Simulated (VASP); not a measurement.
Calculation: rev-vdW-DF2, VASP's PBE PAW potentials (set 64) (plane waves; VASP 6.6.1).

A VASP calculation is set up with these files.

**INCAR**
```
AGGAC  =  0.0
ALGO  =  Normal
EDIFF  =  1E-7
ENCUT  =  520
GGA  =  MK
ISIF  =  2
ISMEAR  =  1
LASPH  =  T
LCHARG  =  F
LMAXMIX  =  6
LREAL  =  F
LUSE_VDW  =  T
LWAVE  =  F
NELM  =  100
PARAM1  =  0.1234568
PARAM2  =  0.7114
PREC  =  Accurate
SIGMA  =  0.1
SYSTEM  =  HfC
ZAB_VDW  =  -1.8867
```

POSCAR:
```
HfC
1
    0.0000000000     2.3606123934     2.3606123934
    2.3606123934     0.0000000000     2.3606123934
    2.3606123934     2.3606123934     0.0000000000
Hf C
1 1
Direct
  0.0000000000   0.0000000000   0.0000000000
  0.5000000000   0.5000000000   0.5000000000
```

### KPOINTS
```
Automatic mesh
0
Gamma
14 14 14
0 0 0
```

POTCAR, in this order: Hf_pv C (PBE.64 set). Program: vasp_std.

Unless said otherwise, spin-orbit coupling is left out, though it shifts the bands of the heavy elements here.

Q: What does the run give for the energy per atom (σ→0), pressure, band gap (on the k-mesh)?

A: 
- energy per atom (σ→0) = -9.070 eV/atom
- band gap (on the k-mesh) = none (metal, semimetal or under 0.01 eV)
- pressure = -12.87 GPa

File OSZICAR:
```
...
DAV:   8    -0.181493582275E+02    0.74447E-02   -0.89534E-02  2573   0.286E+00    0.704E+00
DAV:   9    -0.181403827972E+02    0.89754E-02   -0.41875E-02  2591   0.122E+00    0.188E+00
DAV:  10    -0.181401699325E+02    0.21286E-03   -0.10465E-03  2753   0.275E-01    0.529E-01
DAV:  11    -0.181401603414E+02    0.95911E-05   -0.28735E-04  2669   0.119E-01    0.485E-02
DAV:  12    -0.181401580911E+02    0.22503E-05   -0.13508E-05  2720   0.300E-02    0.806E-02
DAV:  13    -0.181401574818E+02    0.60925E-06   -0.72658E-07  2737   0.896E-03    0.309E-03
DAV:  14    -0.181401574726E+02    0.92336E-08   -0.14599E-08  1444   0.115E-03
   1 F= -.18140157E+02 E0= -.18140101E+02  d E =-.170725E-03
```

The compound is HfC in the rock salt structure. This cell is one point of a volume scan, at 1.06 of the reference volume.
